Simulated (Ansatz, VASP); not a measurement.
## Cross-check of AlN between VASP and Ansatz

Wanted: the spread between two codes on one cell, functional and k mesh. The cell is taken from a series of runs on this material, whose earlier steps may have relaxed or scaled it; both programs get it as it stands.

Method: plane waves, with VASP 6.6.1 beside it; single point at r2SCAN, in Ansatz 0.2.0.

## 1. The structure

The structure is cubic, space group F-43m (No. 216). Conventional cell: a = 4.397 Å, b = 4.397 Å, c = 4.397 Å, α = 90.00°, β = 90.00°, γ = 90.00°. Nearest to Al lie 4 N at 1.90 Å. N has 4 Al at 1.90 Å nearest. Farther neighbours and most contacts between anions are not listed.

Coordinates:

```
Al N
1.0
     0.00000    2.19846    2.19846
     2.19846    0.00000    2.19846
     2.19846    2.19846    0.00000
Al N
1 1
Direct
  0.00000 0.00000 0.00000
  0.25000 0.25000 0.25000
```

## 2. VASP: single point, r2SCAN

A single point gives forces, pressure and levels at one fixed geometry, so differences don't come from the geometry; what else differs is listed under the comparison.

Lines of VASP's logs that name or quote its potential files are left out, and so is its time.

Input file INCAR:

```
SYSTEM = AlN
PREC = Accurate
ENCUT = 1210
EDIFF = 1E-06
NELM = 100
ISMEAR = 0
SIGMA = 0.05
LREAL = .FALSE.
ALGO = Normal
METAGGA = R2SCAN
LASPH = .TRUE.
NBANDS = 10
LORBIT = 11
LWAVE = .FALSE.
LCHARG = .FALSE.
KPAR = 2
ISIF = 2
```

Input file POSCAR:

```
AlN
1.0
    0.0000000000      2.1984575146      2.1984575146
    2.1984575146      0.0000000000      2.1984575146
    2.1984575146      2.1984575146      0.0000000000
Al N
1 1
Direct
    0.0000000000      0.0000000000      0.0000000000
    0.2500000000      0.2500000000      0.2500000000
```

Input file KPOINTS:

```
Automatic mesh
0
Gamma
6 6 6
0 0 0
```

The projector-augmented-wave data sets are Al and N_h (PBE family, release 64).

Launch:

```console
mpirun -np 2 vasp_std
```

Numbers of over 12 decimals in the logs are rounded to 6 here.

Log:

```text
[banner, memory and clock lines left out]
running    2 mpi-ranks, on    1 nodes
 distrk:  each k-point on    1 cores,    2 groups
 distr:  one band on    1 cores,    1 groups

 POSCAR found type information on POSCAR AlN
 POSCAR found :  2 types and       2 ions
|                                                                             |
|               ----> ADVICE to this user running VASP <----                  |
|                                                                             |
|     You enforced a specific xc type in the INCAR file but a different       |
|     [... a line on the potential file left out ...]
|     I HOPE YOU KNOW WHAT YOU ARE DOING!                                     |
|                                                                             |

 LDA part: xc-table for (None), standard interpolation
 POSCAR, INCAR and KPOINTS ok, starting setup
 FFT: planning ... GRIDC
 FFT: planning ... GRID_SOFT
 FFT: planning ... GRID
 WAVECAR not read
 entering main loop
       N       E                     dE             d eps       ncg     rms          rms(c)
DAV:   1     0.295275628175E+02    0.29528E+02   -0.64407E+03   320   0.140E+03
DAV:   2    -0.193311749595E+02   -0.48859E+02   -0.46760E+02   452   0.188E+02
DAV:   3    -0.232813958409E+02   -0.39502E+01   -0.39384E+01   376   0.513E+01
DAV:   4    -0.233200513972E+02   -0.38656E-01   -0.38651E-01   370   0.582E+00
DAV:   5    -0.233203933793E+02   -0.34198E-03   -0.34198E-03   358   0.536E-01    0.896E+00
DAV:   6    -0.190205825648E+02    0.42998E+01   -0.11771E+01   356   0.204E+01    0.337E+00
DAV:   7    -0.191490452256E+02   -0.12846E+00   -0.24064E-01   338   0.452E+00    0.196E+00
DAV:   8    -0.191698320715E+02   -0.20787E-01   -0.39971E-02   324   0.228E+00    0.171E-01
DAV:   9    -0.191698143188E+02    0.17753E-04   -0.11727E-03   382   0.215E-01    0.733E-02
DAV:  10    -0.191699549395E+02   -0.14062E-03   -0.20802E-04   332   0.209E-01    0.349E-02
DAV:  11    -0.191699664193E+02   -0.11480E-04   -0.72766E-06   368   0.350E-02    0.190E-03
DAV:  12    -0.191699667978E+02   -0.37853E-06   -0.46113E-07   274   0.612E-03
   1 F= -.19169967E+02 E0= -.19169967E+02  d E =-.240047E-15
```

Parts of OUTCAR (step 2):

```text
ion  position               nearest neighbor table
   1  0.000  0.000  0.000-   2 1.90   2 1.90   2 1.90   2 1.90
   2  0.250  0.250  0.250-   1 1.90   1 1.90   1 1.90   1 1.90

  LATTYP: Found a face centered cubic cell.
 ALAT       =     4.3969150292

 Subroutine GETGRP returns: Found 24 space group operations
 (whereof 24 operations were pure point group operations)

The static configuration has the point symmetry T_d .

 Found     16 irreducible k-points:

   k-points           NKPTS =     16   k-points in BZ     NKDIM =     16   number of bands    NBANDS=     10

   dimension x,y,z NGX =    36 NGY =   36 NGZ =   36
   dimension x,y,z NGXF=    72 NGYF=   72 NGZF=   72

   ENCUT  = 1210.0 eV  88.93 Ry    9.43 a.u.   8.82  8.82  8.82*2*pi/ulx,y,z

   NELECT =       8.0000    total number of electrons

 k-points in reciprocal lattice and weights: Automatic mesh
   0.00000000  0.00000000  0.00000000       0.005
   0.16666667  0.00000000  0.00000000       0.037
   0.33333333  0.00000000  0.00000000       0.037
   0.50000000  0.00000000  0.00000000       0.019
   0.16666667  0.16666667  0.00000000       0.028
   0.33333333  0.16666667  0.00000000       0.111
   0.50000000  0.16666667  0.00000000       0.111
  -0.33333333  0.16666667  0.00000000       0.111
  -0.16666667  0.16666667  0.00000000       0.056
[...]
-0.33333333  0.33333333  0.16666667       0.111
  -0.33333333  0.50000000  0.16666667       0.056

 average (electrostatic) potential at core
       1 -74.4801       2 -91.9386

 E-fermi :   6.0949

 k-point     1 :       0.0000    0.0000    0.0000
  band No.  band energies     occupation
      1      -9.8014      2.00000
      2       5.8297      2.00000
      3       5.8297      2.00000
      4       5.8297      2.00000
      5      10.5342      0.00000
      6      19.1483      0.00000
      7      19.1483      0.00000
      8      19.1483      0.00000
      9      24.1983      0.00000
    ...

 k-point     2 :       0.1667    0.0000    0.0000
  band No.  band energies     occupation
      1      -9.4134      2.00000
      2       3.9891      2.00000
      3       5.6972      2.00000
      4       5.6972      2.00000
      5      11.9827      0.00000
      6      18.2577      0.00000
      7      19.3117      0.00000
      8      19.3117      0.00000
      9      22.4519      0.00000
    ...

 k-point     3 :       0.3333    0.0000    0.0000
  band No.  band energies     occupation
      1      -8.4663      2.00000
      2       1.2950      2.00000
      3       5.4564      2.00000
      4       5.4564      2.00000
      5      13.4569      0.00000
      6      17.0314      0.00000
      7      18.2522      0.00000
      8      18.2522      0.00000
      9      24.1365      0.00000
    ...

  Total       -0.5744375     -0.5744375     -0.5744375      0.0000000      0.0000000      0.0000000
  in kB      -43.3081044    -43.3081044    -43.3081044      0.0000000      0.0000000      0.0000000
  external PRESSURE =     -43.3081044 kB  Pullay stress =       0.0000000 kB

  energy-cutoff  :     1210.00
  volume of cell :       21.25
      direct lattice vectors                 reciprocal lattice vectors
     0.000000000  2.198457515  2.198457515    -0.227432187  0.227432187  0.227432187
     2.198457515  0.000000000  2.198457515     0.227432187 -0.227432187  0.227432187
     2.198457515  2.198457515  0.000000000     0.227432187  0.227432187 -0.227432187

 POSITION                                       TOTAL-FORCE (eV/Angst)
 -----------------------------------------------------------------------------------
      0.00000      0.00000      0.00000        -0.000000     -0.000000     -0.000000
      1.09923      1.09923      1.09923         0.000000      0.000000      0.000000
 -----------------------------------------------------------------------------------
    total drift:                               -0.000000     -0.000000     -0.000000

  FREE ENERGIE OF THE ION-ELECTRON SYSTEM (eV)
  ---------------------------------------------------
  free  energy   TOTEN  =       -19.1699667978 eV

  energy  without entropy=      -19.1699667978  energy(sigma->0) =      -19.16996680

 total charge
# of ion       s       p       d       tot
------------------------------------------
    1        0.365   0.443   0.000   0.808
    2        0.706   1.558   0.000   2.265
--------------------------------------------------
tot          1.072   2.001   0.000   3.073

[... 3 further parts left out ...]
```

The run ends at a pressure of -4.33 GPa.

## 3. Ansatz: single point, r2SCAN

Ansatz runs on its default PAW (the set named soft_2) files.

The same cell, functional, mesh and smearing now go to Ansatz, which takes its cutoff from its data sets.

Input file input.yaml:

```yaml
crystal:
  lattice:
    - [0.0, 2.1984575146, 2.1984575146]
    - [2.1984575146, 0.0, 2.1984575146]
    - [2.1984575146, 2.1984575146, 0.0]
  atoms:
    - { symbol: Al, position: [0.0, 0.0, 0.0] }
    - { symbol: "N", position: [0.25, 0.25, 0.25] }
hamiltonian:
  xc: r2scan
  pseudopotentials: { kind: paw }
kpoints:
  mp_grid: { grid: [6, 6, 6] }
scf:
  occupations: { method: gaussian, width: 0.05 }
  n_extra_bands: 4
output:
  forces: true
  stress: true
  eigenvalues: true
```

Launch:

```console
ansatz run input.yaml --threads 2 --pin off --max-ram 4608MiB --backend cpu --events-out ev --progress --plain --runs-dir out
```

Log:

```text
scf.n_extra_bands = 4 over 4 filled bands (N_el = 8.0): the run solves 8 bands
Engine: ansatz 0.2.0, aarch64-unknown-linux-gnu
Pseudopotentials: kind: paw
Pseudopotential: Al, paw, valence charge 3, recommended cutoff 500 eV (meta_gga), Al.paw.azcp
Pseudopotential: N, paw, valence charge 5, recommended cutoff 500 eV (meta_gga), N.paw.azcp
Functional definition: r2SCAN
  parameter k0 = 0.174
  parameter k1 = 0.065
  parameter a1 = 4.9479
  exchange = r2scan_x(k0 = k0, k1 = k1, a1 = a1)
  correlation = r2scan_c
Crystal: 2 atoms, lattice volume = 21.251 Å³
Basis set: ecut = 500 eV, 537 PW (Γ), exchange–correlation on 96×96×96 points (64 copies of the dense FFT grid, shifted against one another)
Bands: 8, of which v1, the nominal top of the filled ones, is band 4 counted from 1 (3 counted from 0)
Symmetry: 24 space group operations
Space group: F-43m (ITA 216), of the structure as read, at distance tolerance 2.8e-5 Å
k-points: 16 of 216 (time reversal used)
Non-local potential: Al, projectors of the file, l = 0: 2, l = 1: 2, l = 2: 1
Non-local potential: N, projectors of the file, l = 0: 2, l = 1: 2, l = 2: 1
PAW form: soft (Blöchl's): semilocal exchange-correlation on the pseudo side does not see the compensation charge
PAW frozen core: Al, regenerated for the run's functional (the file was generated under x = pbe(κ = 0.804, μ = 0.219515), c = pbe(β = 0.066725))
PAW frozen core: N, regenerated for the run's functional (the file was generated under x = pbe(κ = 0.804, μ = 0.219515), c = pbe(β = 0.066725))
PAW one-centre angular grid: Al, 302 points (default); XC on 160 Gauss nodes
PAW one-centre angular grid: N, 302 points (default); XC on 160 Gauss nodes
Initial density: superposition of atomic densities (neutral atoms: chi_scale 0, normalization atom), corrected by the library's trained network
Initial wavefunctions: pseudopotential atomic-orbital guess
Functional: x = r2scan, c = r2scan; τ floored in thin density (d = 2e-4 eV/Å³)
SCF iter   1: F=—  HF=-928.362759 eV  |F-HF|=—  |Δ(HF+E_count)|=         —  Δρ=7.00e-3  dr2=1.14e-2  dr2_τ=1.49e-1  ethr=1.77e-3  ⟨swp⟩=4.9  Hψ=942  notcnv=0
preconditioner: auto → none  [insulator: Δε(μ)=3.960 eV  Ē_g=16.377 eV  σ=0.050 eV  W_gap=1.00  n_scr=0 (ndim 8)  ℏωp=22.8 eV  f_vac=0.000  D(μ)=0.00/eV (n_scr^D=0)  ε∞_Penn≈2.9]
SCF iter   2: F=—  HF=-928.431322 eV  |F-HF|=—  |Δ(HF+E_count)|=   6.86e-2  Δρ=4.62e-3  dr2=1.97e-3  dr2_τ=2.23e-4  ethr=1.43e-4  ⟨swp⟩=2.2  Hψ=388  notcnv=0
SCF iter   3: F=—  HF=-928.431119 eV  |F-HF|=—  |Δ(HF+E_count)|=   2.04e-4  Δρ=1.13e-3  dr2=1.86e-4  dr2_τ=3.94e-5  ethr=2.46e-5  ⟨swp⟩=1.1  Hψ=129  notcnv=0
SCF iter   4: F=—  HF=-928.431089 eV  |F-HF|=—  |Δ(HF+E_count)|=   2.97e-5  Δρ=2.33e-4  dr2=1.29e-5  dr2_τ=6.85e-7  ethr=2.32e-6  ⟨swp⟩=2.2  Hψ=195  notcnv=0
SCF iter   5: F=—  HF=-928.431086 eV  |F-HF|=—  |Δ(HF+E_count)|=   3.27e-6  Δρ=4.31e-5  dr2=4.46e-7  dr2_τ=3.99e-8  ethr=1.61e-7  ⟨swp⟩=2.6  Hψ=189  notcnv=0
SCF iter   6: F=-928.431086 eV  HF=-928.431086 eV  |F-HF|=2.17e-8  |Δ(HF+E_count)|=   4.79e-8  Δρ=1.49e-5  dr2=5.55e-8  dr2_τ=1.02e-9  ethr=1.25e-9  ⟨swp⟩=5.1  Hψ=660  notcnv=0
SCF 1 converged in 6 iterations: F = -928.431086 eV  dr2 = 5.55e-8
  greatest PAW one-centre occupation: 0.793 electrons in one spin orbital (limit 2), on the N atom at site 1 (counted from 0), in its partial waves of l = 0
SCF converged after 6 iterations
Free energy (F): -928.431086 eV
Harris-Foulkes:  -928.431086 eV  (|F-HF|=2.17e-8)
Internal energy: -928.431086 eV  (E = F + TS)
E sigma→0 (E₀):  -928.431086 eV
Fermi energy:    8.464000 eV
--- Per-component energies (eV) ---
  E_band       = 10.164137
  E_kinetic    = 159.633848
  E_local      = -225.254300  (includes V_loc(G=0)·N_el)
  E_nonlocal   = 54.124497
  E_hartree    = 78.716362
  E_xc         = -98.574373
  E_vxc        = -118.780449  (∫ρ·V_xc dr)
  E_paw        = -602.335308  (= ΣΔE_a)
  E_vpaw       = -23.376190  (= ΣTr[D̂ρ^β])
  E_aug_tail   = 0.000020  (compensation charges beyond the density's cutoff)
  E_vtau       = 6.387652  (kinetic-family band-sum trace: ∫τ·v_τ [+ j·A + Jᵃ·Aᵃ] dr)
  E_ewald      = -294.652159
  E_core_change = -0.089673  (= ΣΔE_core)
  E_smearing   = -0.000000  (= −TS)
  E_closure    = -0.000000  (closes the sum)
  Σ components = -928.431086   (vs F -928.431086, Δ=0.00e0)
--- Forces (eV/Å), atoms counted from 1 ---
  atom   1  Al     0.00000000    -0.00000000     0.00000000
  atom   2  N     -0.00000000     0.00000000    -0.00000000
  max |Σ_I F_I| component: 1.85e-16 eV/Å
--- Stress (GPa, compression-positive) ---
       -3.770021       0.000000       0.000000
       -0.000000      -3.770021       0.000000
       -0.000000       0.000000      -3.770021
  P = ⅓ Tr σ = -3.7700 GPa (-37.700 kbar)
--- Band table (eV; the first three rows and the last of 16) ---
  k-point 0: bands = ["-9.1288", "6.5020", "6.5020", "6.5020", "11.1716", "19.8318", "19.8318", "19.8318"]
  k-point 1: bands = ["-8.7417", "4.6575", "6.3686", "6.3686", "12.6269", "18.9360", "19.9923", "19.9923"]
  k-point 2: bands = ["-7.7971", "1.9636", "6.1262", "6.1262", "14.1102", "17.7006", "18.9303", "18.9303"]
  k-point 15: bands = ["-6.5353", "2.2055", "3.7275", "4.0443", "12.3490", "17.5797", "20.2389", "20.3981"]
```

Reading the cycles: dr2 is the Hartree energy of the density residual (eV), the measure of convergence; HF is the Harris–Foulkes estimate of the energy, which meets the free energy F at convergence.

The run ends at a pressure of -3.77 GPa.

## 4. Differences

Known differences besides the PAW data sets themselves: VASP keeps PBE cores, Ansatz makes them for the functional; the cutoff is 500 eV in Ansatz and 1210 eV in VASP. Total energies have different zeros and are not compared.

Compared:

| quantity | Ansatz | VASP | difference |
| --- | --- | --- | --- |
| pressure (GPa) | -3.77 | -4.33 | +0.56 |
| gap on the k mesh (eV) | 3.924 | 3.919 | +0.005 |

## 5. Summary of results

```
difference in gap on the k mesh (single point, r2SCAN) : 0.0051 eV
difference in pressure (single point, r2SCAN)          : 0.56 GPa
```

In words: The difference in pressure is 0.56 GPa (single point, r2SCAN), within the 1 GPa picked in this series as the mark of a large difference. How closely two codes agree says nothing of how well the functional describes the real material.

[Lines on the potential files, build, host, timing and source positions are cut from VASP's logs without a mark.]

[Logs are printed without paths, hosts, clocks, repeated set-up lines and the standing remarks that a program may print on its own settings, such as how far it seeks lower states.]

[Hosts, paths, dates, database ids (printed as entryN), source tags and the programs' standing remarks are cut or masked in the printed files.]
